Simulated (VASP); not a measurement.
These are PBE GGA, VASP's PBE PAW potentials (set 64) (plane waves; VASP) values and carry that method's errors.

The input files of a VASP run:

KPOINTS:
```
Regular mesh
0
Gamma
12 12 12
```

### POSCAR
```
Ni3Si
1.0
  3.5058450972   0.0000000000   0.0000000000
  0.0000000000   3.5058450972   0.0000000000
  0.0000000000   0.0000000000   3.5058450972
Si Ni
1 3
Direct
  0.0000000000   0.0000000000   0.0000000000
  0.0000000000   0.5000000000   0.5000000000
  0.5000000000   0.0000000000   0.5000000000
  0.5000000000   0.5000000000   0.0000000000
```

### INCAR
```
! general
SYSTEM  = Ni3Si
PREC    = Normal
ENCUT   = 400   ! plane-wave cut-off (eV)
LREAL   = .False.
LASPH   = .True.   ! aspherical one-centre terms

! electronic loop
EDIFF   = 1E-5
NELM    = 100
NELMIN  = 4
ALGO    = Fast
LMAXMIX = 4   ! l cut-off of mixed one-centre charges

! smearing
ISMEAR  = 1
SIGMA   = 0.1

! functional
GGA     = PE   ! PBE

! ions
IBRION  = 2
NSW     = 20
ISIF    = 2   ! forces and stress, cell fixed
EDIFFG  = -0.03   ! ionic stop

! output
LWAVE   = .False.
LCHARG  = .False.
```

POTCAR, in this order: Si Ni (PBE.64 set). Program: vasp_std.

Output of the run:

File OSZICAR:
```
       N       E                     dE             d eps       ncg     rms          rms(c)
DAV:   1     0.180193231351E+03    0.18019E+03   -0.13325E+04  3536   0.178E+03
DAV:   2    -0.177944248771E+02   -0.19799E+03   -0.19084E+03  3528   0.345E+02
DAV:   3    -0.271751727871E+02   -0.93807E+01   -0.90360E+01  3848   0.100E+02
DAV:   4    -0.273901449708E+02   -0.21497E+00   -0.21260E+00  4101   0.132E+01
DAV:   5    -0.273982848261E+02   -0.81399E-02   -0.81340E-02  4225   0.247E+00    0.195E+01
RMM:   6    -0.268411616316E+02    0.55712E+00   -0.52803E+01  3528   0.953E+01    0.176E+01
RMM:   7    -0.237499314899E+02    0.30912E+01   -0.14800E+01  3528   0.557E+01    0.374E+00
RMM:   8    -0.236860180807E+02    0.63913E-01   -0.24141E-01  3584   0.338E+00    0.108E+00
RMM:   9    -0.236827375952E+02    0.32805E-02   -0.73763E-02  3709   0.173E+00    0.323E-01
RMM:  10    -0.236836909710E+02   -0.95338E-03   -0.14161E-02  4129   0.831E-01    0.261E-01
RMM:  11    -0.236838254383E+02   -0.13447E-03   -0.19482E-03  3967   0.345E-01    0.149E-01
RMM:  12    -0.236838229614E+02    0.24769E-05   -0.31137E-04  3645   0.114E-01    0.169E-02
RMM:  13    -0.236838249912E+02   -0.20298E-05   -0.43398E-05  2483   0.519E-02
   1 F= -.23683825E+02 E0= -.23683667E+02  d E =-.236838E+02
```

### OUTCAR
```
------------------------ aborting loop because EDIFF is reached ----------------------------------------
  FORCE on cell =-STRESS in cart. coord.  units (eV):
  Direction    XX          YY          ZZ          XY          YZ          ZX
  --------------------------------------------------------------------------------------
  Total       -0.1066853     -0.1066853     -0.1066853      0.0000000      0.0000000      0.0000000
  in kB       -3.9667711     -3.9667711     -3.9667711      0.0000000      0.0000000      0.0000000
  external PRESSURE =      -3.9667711 kB  Pullay stress =       0.0000000 kB
  volume of cell :       43.09
      direct lattice vectors                 reciprocal lattice vectors
     3.505845097  0.000000000  0.000000000     0.285237930  0.000000000  0.000000000
     0.000000000  3.505845097  0.000000000     0.000000000  0.285237930  0.000000000
     0.000000000  0.000000000  3.505845097     0.000000000  0.000000000  0.285237930
 POSITION                                       TOTAL-FORCE (eV/Angst)
 -----------------------------------------------------------------------------------
      0.00000      0.00000      0.00000         0.000000      0.000000      0.000000
      0.00000      1.75292      1.75292         0.000000      0.000000      0.000000
      1.75292      0.00000      1.75292         0.000000      0.000000      0.000000
      1.75292      1.75292      0.00000         0.000000      0.000000      0.000000
 -----------------------------------------------------------------------------------
    total drift:                                0.000000      0.000000      0.000000
  FREE ENERGIE OF THE ION-ELECTRON SYSTEM (eV)
  ---------------------------------------------------
  free  energy   TOTEN  =       -23.6838249912 eV

  energy  without entropy=      -23.6833508149  energy(sigma->0) =      -23.68366693

 reached required accuracy - stopping structural energy minimisation
```
(Selected blocks of OUTCAR.)

The compound is Ni3Si in the L1_2 structure. It was relaxed first. The run is not spin-polarised, so no magnetic state was tried.
